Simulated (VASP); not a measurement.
VASP ran on this input.

**INCAR**
```
! general
SYSTEM   =  MoSe
PREC     =  Accurate
ENCUT    =  400
LREAL    =  F
LASPH    =  T

! electronic loop
EDIFF    =  1E-6
NELM     =  100
ALGO     =  Normal
LMAXMIX  =  4

! smearing
ISMEAR   =  1
SIGMA    =  0.1

! functional
GGA      =  PE

! ions
IBRION   =  2
NSW      =  60
ISIF     =  3
EDIFFG   =  -0.01

! output
LWAVE    =  F
LCHARG   =  F
```

KPOINTS:
```
Automatic mesh
0
Gamma
9 9 9
0 0 0
```

File POSCAR:
```
MoSe
1
    3.5620000000     0.0000000000     0.0000000000
    0.0000000000     3.5620000000     0.0000000000
    0.0000000000     0.0000000000     3.5620000000
Mo Se
1 1
Direct
  0.0000000000   0.0000000000   0.0000000000
  0.5000000000   0.5000000000   0.5000000000
```

POTCAR, in this order: Mo_sv Se (PBE.64 set). Program: vasp_std.

Q: Translate this PBE calculation to Quantum ESPRESSO's pw.x.

A: One equivalent input (not run):
```
&CONTROL
  calculation = 'vc-relax'
  pseudo_dir = './pseudo'
  outdir = './out'
  tprnfor = .true.
  tstress = .true.
  nstep = 60
  forc_conv_thr = 0.00039
/
&SYSTEM
  ibrav = 0
  nat = 2
  ntyp = 2
  ecutwfc = 86
  occupations = 'smearing'
  smearing = 'methfessel-paxton'
  degauss = 0.00735
  input_dft = 'pbe'
/
&ELECTRONS
  conv_thr = 7.3e-08
  electron_maxstep = 100
/
&IONS
/
&CELL
/
ATOMIC_SPECIES
  Mo 95.950 Mo.upf
  Se 78.971 Se.upf
CELL_PARAMETERS angstrom
     3.5620000    0.0000000    0.0000000
     0.0000000    3.5620000    0.0000000
     0.0000000    0.0000000    3.5620000
ATOMIC_POSITIONS crystal
  Mo   0.0000000  0.0000000  0.0000000
  Se   0.5000000  0.5000000  0.5000000
K_POINTS automatic
  9 9 9 0 0 0
```
Limits of the translation: the potentials are each code's own (VASP's PAW set, PseudoDojo norm-conserving files in pw.x), so ENCUT and ecutwfc are chosen apart and not converted; conv_thr bounds pw.x's estimated SCF error, while EDIFF bounds the energy change between steps; forc_conv_thr acts on force components and is met together with etot_conv_thr.

The structure was generated: MoSe was put into the CsCl type type (Pm-3m), which need not be its known phase. This run relaxes it. Symmetry was kept, so distortions that lower it aren't found.
